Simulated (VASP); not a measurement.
Calculation: LDA (Ceperley-Alder, Perdew-Zunger), VASP's LDA PAW potentials (set 64) (plane waves; VASP 6.6.1).

The input files of a VASP run:

### POSCAR
```
CaZn5
1.0
  5.2263530000   0.0000000000   0.0000000000
 -2.6131770000   4.5261550000   0.0000000000
  0.0000000000   0.0000000000   4.1306940000
Ca Zn
1 5
Direct
 -0.0065150000  -0.0017080000  -0.0105060000
  0.5112550000  -0.0128780000   0.5036700000
  0.4975950000   0.5020790000   0.5003740000
  0.0031420000   0.5091930000   0.4925100000
  0.3213690000   0.6601800000   0.0005420000
  0.6731540000   0.3431340000   0.0134100000
```

### KPOINTS
```
Automatic mesh
0
Gamma
5 5 6
0 0 0
```

**INCAR**
```
# general
SYSTEM  = CaZn5
PREC    = Accurate
ENCUT   = 300
LREAL   = .FALSE.   # projection in real space or not
LASPH   = .TRUE.   # aspherical one-centre terms

# electronic loop
EDIFF   = 1E-6
NELM    = 100   # most electronic steps
ALGO    = Normal   # blocked Davidson
LMAXMIX = 4   # l cut-off of mixed one-centre charges

# smearing
ISMEAR  = 0
SIGMA   = 0.1   # width (eV)

# ions
ISIF    = 2   # forces and stress, cell fixed

# output
LWAVE   = .FALSE.
LCHARG  = .FALSE.
```

POTCAR, in this order: Ca_sv Zn (LDA.64 set). Program: vasp_std.

The resulting files:

File OUTCAR:
```
 ion  position               nearest neighbor table
   1  0.993  0.998  0.989-   6 2.97   5 3.00   6 3.01   5 3.01   5 3.04   6 3.08
   2  0.511  0.987  0.504-   3 2.50   5 2.53   5 2.56   4 2.58   6 2.59   6 2.65   4 2.65   3 2.73
  LATTYP: Found a hexagonal cell.
 ALAT       =     5.2263530000
 C/A-ratio  =     0.7903587836
 Subroutine PRICEL returns:
 Original cell was already a primitive cell.
 Subroutine GETGRP returns: Found  1 space group operations
The static configuration has the point symmetry C_1 .
The dynamic configuration has the point symmetry C_1 .
 Subroutine INISYM returns: Found  1 space group operations
 Subroutine IBZKPT returns following result:
 Found     76 irreducible k-points:

 Following reciprocal coordinates:
            Coordinates               Weight
  0.000000  0.000000  0.000000      1.000000
  0.200000 -0.000000  0.000000      2.000000
  0.000000  0.200000  0.000000      2.000000
 -0.200000  0.200000  0.000000      2.000000
  0.400000 -0.000000  0.000000      2.000000
  0.000000  0.400000  0.000000      2.000000
 -0.400000  0.400000  0.000000      2.000000
  0.200000  0.200000  0.000000      2.000000
...
```

File OSZICAR:
```
       N       E                     dE             d eps       ncg     rms          rms(c)
DAV:   1     0.414411443098E+03    0.41441E+03   -0.24543E+04  6384   0.169E+03
DAV:   2     0.140643749128E+02   -0.40035E+03   -0.39279E+03  6384   0.383E+02
DAV:   3    -0.136047888220E+02   -0.27669E+02   -0.27391E+02  7308   0.115E+02
DAV:   4    -0.143747562881E+02   -0.76997E+00   -0.76790E+00  9636   0.154E+01
DAV:   5    -0.143836989848E+02   -0.89427E-02   -0.89348E-02  7590   0.143E+00    0.819E+00
DAV:   6    -0.131221022559E+02    0.12616E+01   -0.80918E+00  7704   0.345E+01    0.618E+00
DAV:   7    -0.130554319182E+02    0.66670E-01   -0.68719E-01  7412   0.906E+00    0.316E+00
DAV:   8    -0.130240106321E+02    0.31421E-01   -0.67742E-02  7612   0.674E+00    0.552E-01
DAV:   9    -0.130209221422E+02    0.30885E-02   -0.18111E-02  7640   0.488E+00    0.115E-01
DAV:  10    -0.130210823636E+02   -0.16022E-03   -0.51079E-03  7532   0.542E-01    0.554E-02
DAV:  11    -0.130210653850E+02    0.16979E-04   -0.29326E-04 10134   0.409E-01    0.183E-02
DAV:  12    -0.130210700114E+02   -0.46264E-05   -0.93980E-05  7762   0.929E-02    0.574E-03
DAV:  13    -0.130210702736E+02   -0.26226E-06   -0.11158E-05  7500   0.697E-02    0.485E-03
DAV:  14    -0.130210701746E+02    0.99055E-07   -0.15540E-06  3506   0.288E-02
   1 F= -.13021070E+02 E0= -.13010898E+02  d E =-.203453E-01
```

File OUTCAR:
```
------------------------ aborting loop because EDIFF is reached ----------------------------------------
  FORCE on cell =-STRESS in cart. coord.  units (eV):
  Direction    XX          YY          ZZ          XY          YZ          ZX
  --------------------------------------------------------------------------------------
  Total       -0.6682080     -0.4485196     -0.5721207     -0.0996439      0.0577215      0.0362236
  in kB      -10.9564803     -7.3542911     -9.3809548     -1.6338421      0.9464491      0.5939523
  external PRESSURE =      -9.2305754 kB  Pullay stress =       0.0000000 kB
  volume of cell :       97.71
      direct lattice vectors                 reciprocal lattice vectors
     5.226353000  0.000000000  0.000000000     0.191338013  0.110469062  0.000000000
    -2.613177000  4.526155000  0.000000000     0.000000000  0.220938081  0.000000000
     0.000000000  0.000000000  4.130694000     0.000000000  0.000000000  0.242090070
 POSITION                                       TOTAL-FORCE (eV/Angst)
 -----------------------------------------------------------------------------------
      2.58359      4.51842      4.08730         0.130596      0.071008      0.080094
      0.09247      4.46787      2.08051        -0.190838      0.553751      0.016697
      1.28859      2.27249      2.06689         0.240929     -0.231163      0.117299
     -1.31419      2.30469      2.03441        -0.159771     -0.198355      0.314138
     -0.04558      2.98808      0.00224         0.092211      0.044068     -0.109555
      2.62147      1.55308      0.05539        -0.113127     -0.239310     -0.418673
 -----------------------------------------------------------------------------------
    total drift:                               -0.005055      0.003048      0.000719
  FREE ENERGIE OF THE ION-ELECTRON SYSTEM (eV)
  ---------------------------------------------------
  free  energy   TOTEN  =       -13.0210701746 eV

  energy  without entropy=      -13.0007249187  energy(sigma->0) =      -13.01089755
```
(Selected blocks of OUTCAR.)

At this cut-off the stress carries a Pulay error, which pulls relaxed volumes low.

The structure comes from a computed database's CaZn5 entry (P6/mmm); how it stands against other phases isn't given here. The cell was not relaxed at this level, atoms are displaced from their ideal sites.
